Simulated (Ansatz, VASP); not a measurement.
# One calculation of TaTl, 4 ways

```xyz
2
Lattice="3.6221 0.0000 0.0000 0.0000 3.6221 0.0000 0.0000 0.0000 3.6221" Properties=species:S:1:pos:R:3 pbc="T T T"
Ta    0.0000    0.0000    0.0000
Tl    1.8111    1.8111    1.8111
```

Alike in all runs: task band structure; functional PBE; k mesh 7 × 7 × 7; occupations fermi-dirac, width 0.05 eV; no spin polarisation; no spin-orbit coupling. Pressure is positive in compression and, in plane waves, holds the error of the finite cutoff, which Ansatz's Pulay term estimates and takes out.

| program and potentials | plane-wave cutoff (eV) | notes | pressure (GPa) |
| --- | --- | --- | --- |
| Ansatz, Ansatz PAW | 420 | 13 valence electrons an atom on average; Pulay term of +0.05 GPa included | -13.52 |
| VASP, PBE PAW files Ta_pv, Tl_d, release 54, 600 eV | 600 | 12 valence electrons an atom on average | -13.48 |
| VASP, PBE PAW files Ta_sv_GW, Tl_d_GW, 600 eV | 600 | 14 valence electrons an atom on average | -13.62 |
| VASP, PBE PAW files Ta, Tl, release 54, 600 eV | 600 | 4 valence electrons an atom on average | -13.33 |

The pressure spans -13.62 (VASP, PBE PAW files Ta_sv_GW, Tl_d_GW, 600 eV) to -13.33 GPa (VASP, PBE PAW files Ta, Tl, release 54, 600 eV). The cell lies far from this level's equilibrium.

The functional is the same throughout but for its coding, so the spread measures potentials, basis and numerics; runs on potential files found faulty are left out.
